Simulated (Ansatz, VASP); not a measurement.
# AlPt3C in two plane-wave programs, part 3 of 3

One calculation is typed for both programs; each brings its own data sets. How far apart do they land? The cell is taken from a series of runs on this material, whose earlier steps may have relaxed, scaled, displaced or heated it; both programs get it as it stands.

VASP 6.6.1 and Ansatz 0.2.0.

So far: The structure; VASP: zone-centre phonons, PBEsol.

**3. Ansatz: zone-centre phonons, PBEsol**

Level of this step: Ansatz beside VASP: Kohn-Sham DFT, plane waves, PBEsol (Ansatz).

Ansatz runs on its PAW soft_1 files.

The same cell, functional, mesh and smearing now go to Ansatz, which takes its cutoff from its data sets.

Contents of input.yaml:

```yaml
crystal:
  lattice:
    - [4.0890917957, -4.1000496956, 0.0]
    - [4.0890917957, 4.1000496956, 0.0]
    - [0.0, 0.0, 4.2399897303]
  atoms:
    - { symbol: Al, position: [0.0, 0.0, 0.0] }
    - { symbol: Al, position: [0.5, 0.5, 0.0] }
    - { symbol: Pt, position: [0.5, 0.0, 0.0] }
    - { symbol: Pt, position: [0.0, 0.5, 0.0] }
    - { symbol: Pt, position: [0.25, 0.25, 0.5] }
    - { symbol: Pt, position: [0.75, 0.75, 0.5] }
    - { symbol: Pt, position: [0.75, 0.25, 0.6034629129] }
    - { symbol: Pt, position: [0.25, 0.75, 0.3965370871] }
    - { symbol: C, position: [0.5, 0.0, 0.5] }
    - { symbol: C, position: [0.0, 0.5, 0.5] }
kpoints:
  mp_grid: { grid: [6, 6, 8] }
hamiltonian:
  xc: pbesol
  pseudopotentials: { kind: paw, azcp: { folder: soft_1 }, xc_functional: pbe }
scf:
  occupations: { method: methfessel_paxton, width: 0.2 }
output:
  eigenvalues: true
phonons:
  method: dfpt
```

On the command line:

```sh
> ansatz run input.yaml --threads 4 --pin off --max-ram 10240MiB --backend cpu --events-out ev --progress --plain --runs-dir out
```

Numbers of over 12 decimals in the logs are rounded to 6 here.

Output:

```text
Engine: ansatz 0.2.0, x86_64-unknown-linux-gnu
Pseudopotentials: kind: paw
Pseudopotential: Al, paw, valence charge 3, recommended cutoff 420 eV (normal), soft_1/Al.paw.azcp
Pseudopotential: Pt, paw, valence charge 18, recommended cutoff 420 eV (normal), soft_1/Pt.paw.azcp
Pseudopotential: C, paw, valence charge 4, recommended cutoff 420 eV (normal), soft_1/C.paw.azcp
Functional definition: PBEsol
  exchange = pbesol_x
  correlation = pbesol_c
Crystal: 10 atoms, lattice volume = 142.171 Å³
Basis set: ecut = 420 eV, 2787 PW (Γ), exchange–correlation on 80×80×60 points (8 copies of the dense FFT grid, shifted against one another)
Bands: 74, of which v1, the nominal top of the filled ones, is band 61 counted from 1 (60 counted from 0)
Symmetry: 8 space group operations
k-points: 148 of 288 (irreducible under 1 space group operation, time reversal used)
Non-local potential: Al, projectors of the file, l = 0: 2, l = 1: 2, l = 2: 1
Non-local potential: Pt, projectors of the file, l = 0: 3, l = 1: 2, l = 2: 2, l = 3: 1
Non-local potential: C, projectors of the file, l = 0: 2, l = 1: 2, l = 2: 1
PAW form: soft (Blöchl's): semilocal exchange-correlation on the pseudo side does not see the compensation charge
PAW frozen core: Al, regenerated for the run's functional, and the local potential with it (the file was generated under x = pbe(κ = 0.804, μ = 0.219515), c = pbe(β = 0.066725))
PAW frozen core: Pt, regenerated for the run's functional, and the local potential with it (the file was generated under x = pbe(κ = 0.804, μ = 0.219515), c = pbe(β = 0.066725))
PAW frozen core: C, regenerated for the run's functional, and the local potential with it (the file was generated under x = pbe(κ = 0.804, μ = 0.219515), c = pbe(β = 0.066725))
PAW one-centre angular grid: Al, 110 points (default); XC on 64 Gauss nodes
PAW one-centre angular grid: Pt, 590 points (default); XC on 64 Gauss nodes
PAW one-centre angular grid: C, 110 points (default); XC on 64 Gauss nodes
Initial density: superposition of atomic densities (chi_scale 0.1, normalization cell, long waves kept (reshape's long-wave potential 0.00 eV rms))
Initial wavefunctions: pseudopotential atomic-orbital guess
Functional: x = pbesol(κ = 0.804, μ = 0.123457), c = pbesol(β = 0.046)
SCF iter   1: F=—  HF=-75857.690676 eV  |F-HF|=—  |Δ(HF+E_count)|=         —  Δρ=1.01e-1  dr2=1.66e1  ethr=3.10e-3  ⟨swp⟩=5.0  Hψ=36657  notcnv=0
preconditioner: auto → Kerker (q_TF=auto, 2.660 Å⁻¹)  [metal: Δε(μ)=0.022 eV  Ē_g=7.974 eV  σ=0.200 eV  W_gap=0.09  n_scr=46 (ndim 8)  ℏωp=26.8 eV  f_vac=0.000  D(μ)=6.96/eV (n_scr^D=64)]
SCF iter   2: F=—  HF=-75854.574227 eV  |F-HF|=—  |Δ(HF+E_count)|=    3.12e0  S|Δr|=    0.00e0  Δρ=4.97e-2  dr2=3.98e0  ethr=3.10e-3  ⟨swp⟩=2.0  Hψ=18098  notcnv=0  defer=545
SCF iter   3: F=—  HF=-75853.584058 eV  |F-HF|=—  |Δ(HF+E_count)|=   9.90e-1  S|Δr|=    0.00e0  Δρ=7.53e-3  dr2=6.63e-2  ethr=3.10e-3  ⟨swp⟩=2.0  Hψ=17194  notcnv=0  defer=545
SCF iter   4: F=—  HF=-75853.570174 eV  |F-HF|=—  |Δ(HF+E_count)|=   1.39e-2  S|Δr|=    0.00e0  Δρ=1.29e-3  dr2=2.70e-3  ethr=5.43e-5  ⟨swp⟩=1.0  Hψ=12735  notcnv=0  defer=542
SCF iter   5: F=—  HF=-75853.569594 eV  |F-HF|=—  |Δ(HF+E_count)|=   5.79e-4  S|Δr|=    0.00e0  Δρ=3.75e-4  dr2=2.91e-4  ethr=2.22e-6  ⟨swp⟩=2.1  Hψ=15457  notcnv=0  defer=542
SCF iter   6: F=—  HF=-75853.569491 eV  |F-HF|=—  |Δ(HF+E_count)|=   1.03e-4  S|Δr|=    0.00e0  Δρ=9.07e-5  dr2=1.67e-5  ethr=2.38e-7  ⟨swp⟩=2.1  Hψ=13727  notcnv=0  defer=542
SCF iter   7: F=—  HF=-75853.569484 eV  |F-HF|=—  |Δ(HF+E_count)|=   7.31e-6  S|Δr|=    0.00e0  Δρ=2.06e-5  dr2=7.50e-7  ethr=1.37e-8  ⟨swp⟩=2.0  Hψ=15105  notcnv=0  defer=542
SCF iter   8: F=—  HF=-75853.569491 eV  |F-HF|=—  |Δ(HF+E_count)|=   7.54e-6  S|Δr|=    0.00e0  Δρ=5.12e-6  dr2=5.81e-8  ethr=6.15e-10  ⟨swp⟩=2.1  Hψ=15581  notcnv=0  defer=542
SCF iter   9: F=—  HF=-75853.569491 eV  |F-HF|=—  |Δ(HF+E_count)|=   1.02e-8  S|Δr|=    0.00e0  Δρ=1.33e-6  dr2=4.73e-9  ethr=4.76e-11  ⟨swp⟩=2.1  Hψ=14811  notcnv=0  defer=542
SCF iter  10: F=—  HF=-75853.569491 eV  |F-HF|=—  |Δ(HF+E_count)|=   1.24e-9  S|Δr|=    0.00e0  Δρ=3.62e-7  dr2=2.74e-10  ethr=3.88e-12  ⟨swp⟩=2.0  Hψ=15369  notcnv=0  defer=542
SCF iter  11: F=—  HF=-75853.569491 eV  |F-HF|=—  |Δ(HF+E_count)|=  2.91e-11  S|Δr|=    0.00e0  Δρ=1.02e-7  dr2=2.15e-11  ethr=1.00e-12  ⟨swp⟩=1.0  Hψ=10348  notcnv=0  defer=542
SCF iter  12: F=-75853.569491 eV  HF=-75853.569491 eV  |F-HF|=1.46e-11  |Δ(HF+E_count)|=  2.91e-11  S|Δr|=    0.00e0  Δρ=2.41e-8  dr2=1.23e-12  ethr=1.00e-12  ⟨swp⟩=10.9  Hψ=48286  notcnv=0
SCF 1 converged in 12 iterations: F = -75853.569491 eV  dr2 = 1.23e-12
  greatest PAW one-centre occupation: 1.000 electrons in one spin orbital (limit 2), on the Pt atom at site 7 (counted from 0), in its partial waves of l = 0
DFPT response loops at Γ: preconditioner auto → Kerker (q_TF=auto, 2.660 Å⁻¹) (partly filled bands, converged f_vac=0.000); β = 1.00, the filter's whole step (`scf.mixing.beta` (0.50) is not read by the response loops under this deck's `scf.mixing.preconditioner`; to damp them name `kerker` or `kerker_dos`, under which they read `scf.mixing.beta`, and type it under 1.00, their step now; both keys bind the ground state too); Broyden in place of MSR1
SCF converged after 12 iterations
Stability not checked: this state was not tested for a lower state beside it, because cold or Methfessel-Paxton smearing, or corrected tetrahedra, fill the levels in a way that the test cannot read (fill_not_monotonic; see scf.lower_state_search)
Free energy (F): -75853.569491 eV
Harris-Foulkes:  -75853.569491 eV  (|F-HF|=1.46e-11)
Internal energy: -75853.574398 eV  (E = F + TS)
E sigma→0 (E₀):  -75853.570718 eV
Entropy (-TS):   0.004907 eV (0.491 meV/atom)
Fermi energy:    18.056441 eV
Step filling:    the computed levels leave a gap of 0.0187 eV = 0.1 smearing widths at the electron count; against every level under it full and every level over it empty, smearing changes F+E_penalty+E_count by +2.878 meV and its σ→0 estimate by +1.652 meV
--- Per-component energies (eV) ---
  E_band       = -1260.314845
  E_kinetic    = 3807.263173
  E_local      = -12615.251274  (includes V_loc(G=0)·N_el)
  E_nonlocal   = 1309.436536
  E_hartree    = 4991.474682
  E_xc         = -1555.326555
  E_vxc        = -1801.307040  (∫ρ·V_xc dr)
  E_paw        = -57181.391676  (= ΣΔE_a)
  E_vpaw       = -1943.412035  (= ΣTr[D̂ρ^β])
  E_aug_tail   = 0.006407  (compensation charges beyond the density's cutoff)
  E_ewald      = -14611.588357
  E_core_change = 1.802667  (= ΣΔE_core)
  E_smearing   = 0.004907  (= −TS)
  E_closure    = -0.000000  (closes the sum)
  Σ components = -75853.569491   (vs F -75853.569491, Δ=0.00e0)
--- Band table (eV; the first three rows and the last of 148) ---
  k-point 0: bands = [... 57 lower, 16.8769, 17.0316, 17.1564, 17.4511, 17.5382, 18.3730, 19.7419, 19.8121, ... 9 higher]
  k-point 1: bands = [... 57 lower, 16.9660, 17.0274, 17.2539, 17.4587, 17.5415, 18.6405, 19.3780, 19.9295, ... 9 higher]
  k-point 2: bands = [... 57 lower, 17.0166, 17.3362, 17.4397, 17.4480, 17.4886, 19.2946, 19.3109, 20.2128, ... 9 higher]
  k-point 147: bands = [... 57 lower, 16.5981, 17.0477, 17.2363, 17.6361, 17.6554, 18.7217, 19.8992, 20.6088, ... 9 higher]
--- Phonons (Γ-DFPT): 15 representative perturbations + reference, on 148 of 288 k-points (Σ response iterations 54) ---
  k mesh reduced under 1 symmetry operation, with k and −k counted as one. Each operation leaves every solved perturbation unchanged. A smaller set is not used because it would not reduce the number of displacements times k-points to solve
  ASR residual: 2.588e-5 → 0.000e0 eV/Å²; symmetrization residual: 7.434e-6 eV/Å²
  ASR residual per site (eV/Å²): 1.93e-5 1.93e-5 1.61e-5 1.61e-5 2.59e-5 2.59e-5 4.32e-6 4.32e-6 4.81e-6 4.81e-6
  Γ frequencies (cm⁻¹): -189.81 -125.42 -114.79 -99.26 -98.00 -88.86 -83.73 -80.15 -21.96 -21.78 0.00 0.00 0.00 20.47 42.77 91.05 105.77 114.92 125.41 156.07 183.57 200.66 214.87 227.92 238.21 241.30 507.56 525.06 579.82 733.93
  non-analytic LO–TO correction: not included (Born effective charges unavailable; polar crystals: no LO–TO splitting at Γ)
```

Reading the cycles: dr2 is the Hartree energy of the density residual (eV), the measure of convergence; HF is the Harris–Foulkes estimate of the energy, which meets the free energy F at convergence.

**4. Side by side**

Known differences besides the potentials themselves: the data sets hold 122 valence electrons in Ansatz (on its PAW soft_1 files) and 74 in VASP; the cutoff is 420 eV in Ansatz and 600 eV in VASP; Ansatz makes its cores anew for this functional, VASP keeps those of its PBE data sets. Total energies have different zeros and are not compared.

The two programs side by side:

```csv
quantity,Ansatz,VASP,difference
"optical mode 1 (imaginary, printed as negative) (cm⁻¹)",-189.8,-181.0,-8.8
"optical mode 2 (imaginary, printed as negative) (cm⁻¹)",-125.4,-125.4,0.0
"optical mode 3 (imaginary, printed as negative) (cm⁻¹)",-114.8,-113.0,-1.8
"optical mode 4 (imaginary, printed as negative) (cm⁻¹)",-99.3,-99.1,-0.2
"optical mode 5 (imaginary, printed as negative) (cm⁻¹)",-98.0,-98.2,+0.2
"optical mode 6 (imaginary, printed as negative) (cm⁻¹)",-88.9,-89.0,+0.1
"optical mode 7 (imaginary, printed as negative) (cm⁻¹)",-83.7,-83.6,-0.2
"optical mode 8 (imaginary, printed as negative) (cm⁻¹)",-80.2,-80.8,+0.6
"optical mode 9 (imaginary, printed as negative) (cm⁻¹)",-22.0,-22.4,+0.5
"optical mode 10 (imaginary, printed as negative) (cm⁻¹)",-21.8,-19.4,-2.4
optical mode 11 (cm⁻¹),20.5,24.6,-4.1
optical mode 12 (cm⁻¹),42.8,44.1,-1.3
optical mode 13 (cm⁻¹),91.0,90.3,+0.80 %
optical mode 14 (cm⁻¹),105.8,107.4,-1.48 %
optical mode 15 (cm⁻¹),114.9,114.8,+0.13 %
optical mode 16 (cm⁻¹),125.4,128.3,-2.25 %
optical mode 17 (cm⁻¹),156.1,158.6,-1.57 %
optical mode 18 (cm⁻¹),183.6,183.4,+0.12 %
optical mode 19 (cm⁻¹),200.7,203.1,-1.20 %
optical mode 20 (cm⁻¹),214.9,226.7,-5.23 %
optical mode 21 (cm⁻¹),227.9,229.6,-0.73 %
optical mode 22 (cm⁻¹),238.2,241.9,-1.51 %
optical mode 23 (cm⁻¹),241.3,257.0,-6.10 %
optical mode 24 (cm⁻¹),507.6,520.6,-2.50 %
optical mode 25 (cm⁻¹),525.1,539.4,-2.66 %
optical mode 26 (cm⁻¹),579.8,587.7,-1.35 %
```

Modes are paired by rising frequency, not by their patterns, so a pair may set unlike modes beside each other; they are those without the splitting of longitudinal modes.

**5. Results**

```yaml
r_m_s_difference_of_the_optical_zone_centre_modes_each_program_s_sorted_by_frequency_zone_centre_phonons_pbesol: 6.1 cm⁻¹
difference_in_optical_mode_23_zone_centre_phonons_pbesol: -6.1 %
```

What this shows: The r.m.s. difference of the optical zone-centre modes, each program's sorted by frequency is 6.1 cm⁻¹ (zone-centre phonons, PBEsol). The data sets hold unlike numbers of valence electrons (122 in Ansatz and 74 in VASP), so part of the differences comes from the potentials. Among the rows given in per cent, the largest difference of the zone-centre phonons, PBEsol pair is in optical mode 23, -6.1 %. What causes the difference of the zone-centre phonons, PBEsol pair stays open here. How closely two codes agree says nothing of how well the functional describes the real material.

[Lines on the potential files, build, host, timing and source positions are cut from VASP's logs without a mark.]

[Logs are printed without paths, hosts, clocks, repeated set-up lines and the standing remarks that a program may print on its own settings, such as how far it seeks lower states.]

[Hosts, paths, dates, database ids (printed as entryN), source tags and the programs' standing remarks are cut or masked in the printed files.]
